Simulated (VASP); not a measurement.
A convergence study with VASP on V (bcc): one setting is varied, all else stays as given below, so the limit is that of these other settings. Each run relaxes cell and ions from the cell shown.

```
CELL_PARAMETERS angstrom
     -1.51500     1.51500     1.51500
      1.51500    -1.51500     1.51500
      1.51500     1.51500    -1.51500
ATOMIC_POSITIONS crystal
  V  0.00000 0.00000 0.00000
```

Method: PBE GGA, VASP's PBE PAW potentials (set 64) (plane waves; VASP 6.6.1). The tightest run used: 550 eV cut-off, 22×22×22 Γ-centred mesh, first-order Methfessel-Paxton smearing of 0.10 eV, potentials V_sv.

The settings run are 2×2×2 mesh; 3×3×3 mesh; 4×4×4 mesh; 5×5×5 mesh; 6×6×6 mesh; 7×7×7 mesh; 8×8×8 mesh; 9×9×9 mesh; 10×10×10 mesh; 11×11×11 mesh; 12×12×12 mesh; 13×13×13 mesh; 15×15×15 mesh; 16×16×16 mesh; 17×17×17 mesh; 18×18×18 mesh; 19×19×19 mesh; 20×20×20 mesh; 21×21×21 mesh; 22×22×22 mesh. From which on does the relaxed volume stay within 0.05 Å³/atom of the tightest run?

From 11×11×11 mesh on: it is off by 0.009 there and by no more than 0.05 in any finer run, while 10×10×10 mesh is off by 0.086.
```json
[
 {"setting": "2×2×2 mesh", "relaxed volume (Å³/atom)": "11.717", "E (eV/atom)": "-9.5048", "irreducible k-points": "3", "difference judged (Å³/atom)": "1.759"},
 {"setting": "3×3×3 mesh", "relaxed volume (Å³/atom)": "13.460", "E (eV/atom)": "-9.0861", "irreducible k-points": "4", "difference judged (Å³/atom)": "0.016"},
 {"setting": "4×4×4 mesh", "relaxed volume (Å³/atom)": "13.434", "E (eV/atom)": "-9.0929", "irreducible k-points": "8", "difference judged (Å³/atom)": "0.042"},
 {"setting": "5×5×5 mesh", "relaxed volume (Å³/atom)": "13.642", "E (eV/atom)": "-8.9462", "irreducible k-points": "10", "difference judged (Å³/atom)": "0.166"},
 {"setting": "6×6×6 mesh", "relaxed volume (Å³/atom)": "13.645", "E (eV/atom)": "-8.9193", "irreducible k-points": "16", "difference judged (Å³/atom)": "0.169"},
 {"setting": "7×7×7 mesh", "relaxed volume (Å³/atom)": "13.522", "E (eV/atom)": "-8.9995", "irreducible k-points": "20", "difference judged (Å³/atom)": "0.046"},
 {"setting": "8×8×8 mesh", "relaxed volume (Å³/atom)": "13.365", "E (eV/atom)": "-9.0047", "irreducible k-points": "29", "difference judged (Å³/atom)": "0.110"},
 {"setting": "9×9×9 mesh", "relaxed volume (Å³/atom)": "13.408", "E (eV/atom)": "-8.9832", "irreducible k-points": "35", "difference judged (Å³/atom)": "0.068"},
 {"setting": "10×10×10 mesh", "relaxed volume (Å³/atom)": "13.562", "E (eV/atom)": "-8.9914", "irreducible k-points": "47", "difference judged (Å³/atom)": "0.086"},
 {"setting": "11×11×11 mesh", "relaxed volume (Å³/atom)": "13.485", "E (eV/atom)": "-8.9904", "irreducible k-points": "56", "difference judged (Å³/atom)": "0.009"},
 {"setting": "12×12×12 mesh", "relaxed volume (Å³/atom)": "13.488", "E (eV/atom)": "-8.9836", "irreducible k-points": "72", "difference judged (Å³/atom)": "0.012"},
 {"setting": "13×13×13 mesh", "relaxed volume (Å³/atom)": "13.484", "E (eV/atom)": "-8.9902", "irreducible k-points": "84", "difference judged (Å³/atom)": "0.008"},
 {"setting": "15×15×15 mesh", "relaxed volume (Å³/atom)": "13.454", "E (eV/atom)": "-8.9952", "irreducible k-points": "120", "difference judged (Å³/atom)": "0.022"},
 {"setting": "16×16×16 mesh", "relaxed volume (Å³/atom)": "13.487", "E (eV/atom)": "-8.9881", "irreducible k-points": "145", "difference judged (Å³/atom)": "0.011"},
 {"setting": "17×17×17 mesh", "relaxed volume (Å³/atom)": "13.490", "E (eV/atom)": "-8.9893", "irreducible k-points": "165", "difference judged (Å³/atom)": "0.014"},
 {"setting": "18×18×18 mesh", "relaxed volume (Å³/atom)": "13.468", "E (eV/atom)": "-8.9921", "irreducible k-points": "195", "difference judged (Å³/atom)": "0.008"},
 {"setting": "19×19×19 mesh", "relaxed volume (Å³/atom)": "13.465", "E (eV/atom)": "-8.9924", "irreducible k-points": "220", "difference judged (Å³/atom)": "0.011"},
 {"setting": "20×20×20 mesh", "relaxed volume (Å³/atom)": "13.478", "E (eV/atom)": "-8.9924", "irreducible k-points": "256", "difference judged (Å³/atom)": "0.002"},
 {"setting": "21×21×21 mesh", "relaxed volume (Å³/atom)": "13.476", "E (eV/atom)": "-8.9916", "irreducible k-points": "286", "difference judged (Å³/atom)": "0.000"},
 {"setting": "22×22×22 mesh", "relaxed volume (Å³/atom)": "13.476", "E (eV/atom)": "-8.9912", "irreducible k-points": "328", "difference judged (Å³/atom)": "0.000"}
]
```

VASP warned of too few bands at 2×2×2 mesh.

Left out are rungs that failed or repeat a setting and relaxations that didn't move; long series are thinned to 24 rows.

The compound is V in the bcc structure. The run is not spin-polarised, so no magnetic state was tried. VASP warned that the highest band is occupied, so more bands are needed.
